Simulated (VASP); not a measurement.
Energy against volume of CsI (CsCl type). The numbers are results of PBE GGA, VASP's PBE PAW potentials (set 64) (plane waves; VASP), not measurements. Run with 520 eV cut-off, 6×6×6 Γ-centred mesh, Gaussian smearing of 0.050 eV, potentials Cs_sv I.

```json
[
 {"V (Å³/atom)": "47.897", "E (eV/atom)": "-2.71495"},
 {"V (Å³/atom)": "49.425", "E (eV/atom)": "-2.71989"},
 {"V (Å³/atom)": "50.954", "E (eV/atom)": "-2.72144"},
 {"V (Å³/atom)": "52.483", "E (eV/atom)": "-2.72015"}
]
```

Task: Fit these four points and predict the energy of the run at 54.011 Å³/atom.

Result: A cubic in V^(−2/3), the third-order Birch-Murnaghan form, passes through the four points with V0 = 50.98 Å³/atom and B0 = 10 GPa, and gives -2.7165 eV/atom there. The run gave -2.7165 eV/atom, -0.0 meV/atom from the fit; all five points give B0 = 10 GPa.

The compound is CsI in the CsCl type structure. It was relaxed first, which changed the volume by +7 %.
